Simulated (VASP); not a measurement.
Output of a VASP run:

### OSZICAR
```
       N       E                     dE             d eps       ncg     rms          rms(c)
DAV:   1     0.750165488800E+02    0.75017E+02   -0.78244E+03  2296   0.143E+03
DAV:   2    -0.119747033692E+02   -0.86991E+02   -0.84212E+02  2435   0.329E+02
DAV:   3    -0.135200101548E+02   -0.15453E+01   -0.15263E+01  2626   0.435E+01
DAV:   4    -0.135290136633E+02   -0.90035E-02   -0.89394E-02  2450   0.354E+00
DAV:   5    -0.135290839885E+02   -0.70325E-04   -0.70318E-04  2588   0.325E-01    0.205E+01
DAV:   6    -0.129819183697E+02    0.54717E+00   -0.66883E-01  2429   0.109E+01    0.786E+00
DAV:   7    -0.128433811981E+02    0.13854E+00   -0.33613E-01  2510   0.722E+00    0.715E-01
DAV:   8    -0.128388604969E+02    0.45207E-02   -0.36956E-03  2360   0.891E-01    0.101E-01
DAV:   9    -0.128388722104E+02   -0.11714E-04   -0.86826E-05  2708   0.118E-01    0.476E-02
DAV:  10    -0.128388701081E+02    0.21023E-05   -0.81773E-06  2459   0.423E-02    0.169E-02
DAV:  11    -0.128388707512E+02   -0.64317E-06   -0.38866E-07  1306   0.666E-03
   1 F= -.12838871E+02 E0= -.12838656E+02  d E =-.128389E+02
       N       E                     dE             d eps       ncg     rms          rms(c)
DAV:   1    -0.128399133267E+02   -0.10432E-02   -0.25504E-02  2345   0.253E+00    0.417E-01
DAV:   2    -0.128389433003E+02    0.97003E-03   -0.14782E-03  2333   0.523E-01    0.903E-02
DAV:   3    -0.128387994485E+02    0.14385E-03   -0.39829E-04  2402   0.264E-01    0.711E-02
DAV:   4    -0.128387991608E+02    0.28765E-06   -0.10890E-05  2357   0.441E-02    0.768E-03
DAV:   5    -0.128387991542E+02    0.66811E-08   -0.53045E-07  1345   0.948E-03
   2 F= -.12838799E+02 E0= -.12838608E+02  d E =0.715971E-04
       N       E                     dE             d eps       ncg     rms          rms(c)
DAV:   1    -0.128395702412E+02   -0.77108E-03   -0.16034E-02  2345   0.200E+00    0.333E-01
DAV:   2    -0.128389628125E+02    0.60743E-03   -0.91362E-04  2333   0.413E-01    0.723E-02
DAV:   3    -0.128388721296E+02    0.90683E-04   -0.25699E-04  2390   0.212E-01    0.577E-02
DAV:   4    -0.128388763447E+02   -0.42151E-05   -0.65310E-06  2348   0.342E-02    0.737E-03
DAV:   5    -0.128388761163E+02    0.22841E-06   -0.53306E-07  1262   0.962E-03
   3 F= -.12838876E+02 E0= -.12838666E+02  d E =-.536506E-05
```

### OUTCAR
```
------------------------ aborting loop because EDIFF is reached ----------------------------------------
  FORCE on cell =-STRESS in cart. coord.  units (eV):
  Direction    XX          YY          ZZ          XY          YZ          ZX
  --------------------------------------------------------------------------------------
  Total       -0.0001892     -0.0001892     -0.0001892      0.0000000     -0.0000000      0.0000000
  in kB       -0.0186400     -0.0186400     -0.0186400      0.0000000     -0.0000000      0.0000000
  external PRESSURE =      -0.0186400 kB  Pullay stress =       0.0000000 kB
  volume of cell :       16.26
      direct lattice vectors                 reciprocal lattice vectors
    -1.596071274  1.596071274  1.596071274     0.000000000  0.313269218  0.313269218
     1.596071274 -1.596071274  1.596071274     0.313269218  0.000000000  0.313269218
     1.596071274  1.596071274 -1.596071274     0.313269218  0.313269218  0.000000000
 POSITION                                       TOTAL-FORCE (eV/Angst)
 -----------------------------------------------------------------------------------
      0.00000      0.00000      0.00000        -0.000000     -0.000000     -0.000000
 -----------------------------------------------------------------------------------
    total drift:                               -0.000000      0.000000      0.000000
  FREE ENERGIE OF THE ION-ELECTRON SYSTEM (eV)
  ---------------------------------------------------
  free  energy   TOTEN  =       -12.8388761163 eV

  energy  without entropy=      -12.8382460485  energy(sigma->0) =      -12.83866609

 reached required accuracy - stopping structural energy minimisation
```
(Selected blocks of OUTCAR.)

### POSCAR
```
W
1
   -1.5957577432     1.5957577432     1.5957577432
    1.5957577432    -1.5957577432     1.5957577432
    1.5957577432     1.5957577432    -1.5957577432
W
1
Direct
  0.0000000000   0.0000000000   0.0000000000
```

Reconstruct the remaining input files.

This is not unique; one that fits is the input of the run itself, PW91 GGA, plane waves, VASP's PBE PAW potentials (set 64).

KPOINTS:
```
Automatic
0
Gamma
 14 14 14
0 0 0
```

**INCAR**
```
# general
SYSTEM  = W
PREC    = Accurate
ENCUT   = 520
LREAL   = .FALSE.
LASPH   = .TRUE.

# electronic loop
EDIFF   = 1E-6
NELM    = 100
ALGO    = Normal
LMAXMIX = 6

# smearing
ISMEAR  = 1
SIGMA   = 0.1

# functional
GGA     = 91

# ions
IBRION  = 2
NSW     = 60
ISIF    = 3
EDIFFG  = -0.01

# output
LWAVE   = .FALSE.
LCHARG  = .FALSE.
```

POTCAR, in this order: W_sv (PBE.64 set). Program: vasp_std.

The compound is W in the bcc structure. This run relaxes it. Symmetry was kept, so distortions that lower it aren't found. The start is the result of an earlier pass.
